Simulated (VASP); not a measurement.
These are optB88-vdW, VASP's PBE PAW potentials (set 64) (plane waves; VASP 6.6.1) values and carry that method's errors.

The input files of a VASP run:

File POSCAR:
```
NiSb
1
    1.9894249065    -3.4457851851     0.0000000000
    1.9894249065     3.4457851851    -0.0000000000
    0.0000000000    -0.0000000000     5.1918534305
Ni Sb
2 2
Direct
  0.0000000000   0.0000000000   0.5000000000
  0.0000000000   0.0000000000   0.0000000000
  0.3333330000   0.6666670000   0.2500000000
  0.6666670000   0.3333330000   0.7500000000
```

KPOINTS:
```
Automatic mesh
0
Gamma
8 8 6
0 0 0
```

### INCAR
```
AGGAC=0.0
ALGO=Normal
EDIFF=1E-6
EDIFFG=-0.02
ENCUT=520
GGA=BO
IBRION=2
ISIF=3
ISMEAR=1
LASPH=.TRUE.
LCHARG=.FALSE.
LMAXMIX=4
LREAL=.FALSE.
LUSE_VDW=.TRUE.
LWAVE=.FALSE.
NELM=100
NSW=60
PARAM1=0.1833333333
PARAM2=0.22
PREC=Accurate
SIGMA=0.1
SYSTEM=NiSb
```

POTCAR, in this order: Ni Sb (PBE.64 set). Program: vasp_std.

What VASP printed:

File OSZICAR:
```
       N       E                     dE             d eps       ncg     rms          rms(c)
DAV:   1     0.177951867613E+03    0.17795E+03   -0.12544E+04  1520   0.161E+03
DAV:   2    -0.261387733385E+01   -0.18057E+03   -0.17571E+03  1541   0.318E+02
DAV:   3    -0.113587742093E+02   -0.87449E+01   -0.84825E+01  1727   0.868E+01
DAV:   4    -0.116185670329E+02   -0.25979E+00   -0.25657E+00  1696   0.140E+01
DAV:   5    -0.116278032388E+02   -0.92362E-02   -0.92274E-02  1860   0.275E+00    0.114E+01
DAV:   6    -0.137446069081E+02   -0.21168E+01   -0.25866E+01  1666   0.925E+01    0.151E+01
DAV:   7    -0.106027704952E+02    0.31418E+01   -0.10249E+01  1655   0.662E+01    0.324E+00
DAV:   8    -0.106521296483E+02   -0.49359E-01   -0.12174E+00  2070   0.978E+00    0.253E+00
DAV:   9    -0.105941843661E+02    0.57945E-01   -0.22783E-01  1740   0.835E+00    0.561E-01
DAV:  10    -0.105947554488E+02   -0.57108E-03   -0.79024E-03  1592   0.822E-01    0.426E-01
DAV:  11    -0.105943149760E+02    0.44047E-03   -0.87990E-04  2081   0.263E-01    0.116E-01
DAV:  12    -0.105942045569E+02    0.11042E-03   -0.50898E-04  2254   0.345E-01    0.360E-02
DAV:  13    -0.105942065361E+02   -0.19792E-05   -0.43027E-05  1625   0.541E-02    0.185E-02
DAV:  14    -0.105942061754E+02    0.36072E-06   -0.12479E-06   925   0.107E-02
   1 F= -.10594206E+02 E0= -.10594580E+02  d E =-.105942E+02
```

### OUTCAR
```
------------------------ aborting loop because EDIFF is reached ----------------------------------------
  FORCE on cell =-STRESS in cart. coord.  units (eV):
  Direction    XX          YY          ZZ          XY          YZ          ZX
  --------------------------------------------------------------------------------------
  Total       -0.0081035     -0.0081035      0.0762245      0.0000000     -0.0000000      0.0000000
  in kB       -0.1823955     -0.1823955      1.7156817      0.0000000     -0.0000000      0.0000000
  external PRESSURE =       0.4502969 kB  Pullay stress =       0.0000000 kB
  volume of cell :       71.18
      direct lattice vectors                 reciprocal lattice vectors
     1.989424907 -3.445785185  0.000000000     0.251328913 -0.145104809  0.000000000
     1.989424907  3.445785185  0.000000000     0.251328913  0.145104809  0.000000000
     0.000000000  0.000000000  5.191853431     0.000000000  0.000000000  0.192609444
 POSITION                                       TOTAL-FORCE (eV/Angst)
 -----------------------------------------------------------------------------------
      0.00000      0.00000      2.59593         0.000000      0.000000      0.000000
      0.00000      0.00000      0.00000         0.000000     -0.000000      0.000000
      1.98942      1.14860      1.29796        -0.000000      0.000000     -0.000000
      1.98942     -1.14860      3.89389         0.000000      0.000000      0.000000
 -----------------------------------------------------------------------------------
    total drift:                                0.000000      0.000000      0.000000
  FREE ENERGIE OF THE ION-ELECTRON SYSTEM (eV)
  ---------------------------------------------------
  free  energy   TOTEN  =       -10.5942061754 eV

  energy  without entropy=      -10.5953280491  energy(sigma->0) =      -10.59458013

 reached required accuracy - stopping structural energy minimisation
```
(Selected blocks of OUTCAR.)

The compound is NiSb in the NiAs type structure. It was relaxed first. The start is the result of an earlier pass. The run is not spin-polarised, so no magnetic state was tried.
